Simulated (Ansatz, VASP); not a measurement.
# One calculation of NaAl3, two programs

INCAR

```
SYSTEM = NaAl3
PREC = Accurate ; ENCUT = 520
EDIFF = 1E-7 ; ISMEAR = -1
SIGMA = 0.05 ; LREAL = .FALSE.
LASPH = .TRUE. ; NELM = 80
ALGO = Normal ; ISIF = 2
LWAVE = .FALSE. ; LCHARG = .FALSE.
GGA = PE ; NBANDS = 16
```

File KPOINTS:

```
Automatic mesh
0
G
  9 9 9
  0 0 0
```

POSCAR

```
NaAl3
1.0
   -2.1730378663      2.1730378663      3.9534924032
    2.1730378663     -2.1730378663      3.9534924032
    2.1730378663      2.1730378663     -3.9534924032
Al Na
3 1
Direct
    0.5000000000      0.5000000000      0.0000000000
    0.2500000000      0.7500000000      0.5000000000
    0.7500000000      0.2500000000      0.5000000000
    0.0000000000      0.0000000000      0.0000000000
```

Contents of input.yaml:

```yaml
crystal:
  lattice:
    - [-2.1730378663, 2.1730378663, 3.9534924032]
    - [2.1730378663, -2.1730378663, 3.9534924032]
    - [2.1730378663, 2.1730378663, -3.9534924032]
  atoms:
    - { symbol: Al, position: [0.5, 0.5, 0.0] }
    - { symbol: Al, position: [0.25, 0.75, 0.5] }
    - { symbol: Al, position: [0.75, 0.25, 0.5] }
    - { symbol: Na, position: [0.0, 0.0, 0.0] }
hamiltonian:
  xc: pbe
  pseudopotentials: { kind: paw }
kpoints:
  mp_grid: { grid: [9, 9, 9] }
scf:
  occupations: { method: fermi_dirac, width: 0.05 }
output:
  forces: true
  stress: true
  eigenvalues: true
  write_density: true
  write_potential: true
  elf: true
  volumetric_format: npy
```

Change from the starting cell: volume scaled by 0.98.

Alike in both runs: task single point; functional PBE; k mesh 9 × 9 × 9; occupations fermi-dirac, width 0.05 eV; no spin polarisation.

|  | VASP | Ansatz |
| --- | --- | --- |
| version | VASP 6.6.1 | Ansatz 0.2.0 |
| potentials or method | VASP PAW PBE potentials, release 64 (Al, Na_pv) | Ansatz PAW |
| plane-wave cutoff (eV) | 520 | 420 |
| valence electrons in the cell | 16 | 18 |

|  | VASP | Ansatz | Ansatz less VASP |
| --- | --- | --- | --- |
| gap on the k mesh at the Fermi level (eV) | none | none | - |
| pressure (GPa) | 1.0 | 0.9 | -0.01 |
| largest component of the traceless stress (GPa) | 0.85 | 0.86 | +0.006 |

A gap of «none» marks a metal or a gap that the smearing closes. The two sets of potentials don't hold the same shells in valence.
